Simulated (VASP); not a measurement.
Given:

```xyz
2
Lattice="3.3668 0.0000 0.0000 0.0000 3.3668 0.0000 0.0000 0.0000 3.3668" Properties=species:S:1:pos:R:3 pbc="T T T"
In     1.6834     1.6834     1.6834
Pd     0.0000     0.0000     0.0000
```

All values below come from revPBE GGA, VASP's PBE PAW potentials (set 64) (plane waves; VASP). Run with 520 eV cut-off, 11×11×11 Γ-centred mesh, first-order Methfessel-Paxton smearing of 0.10 eV, potentials In_d Pd.

Unless said otherwise, spin-orbit coupling is left out, though it shifts the bands of the heavy elements here.

Problem. What does the run give for the energy per atom (σ→0), pressure, band gap (on the k-mesh) with the smallest direct gap where there is one?

Solution. 
band gap (on the k-mesh): none (metal, semimetal or under 0.01 eV)
energy per atom (σ→0): -3.968 eV/atom
pressure: -3.24 GPa

The compound is PdIn in the CsCl type structure. This cell is one point of a volume scan, at 1.03 of the reference volume. The electron count is odd and the run is not spin-polarised, which forces a metal.
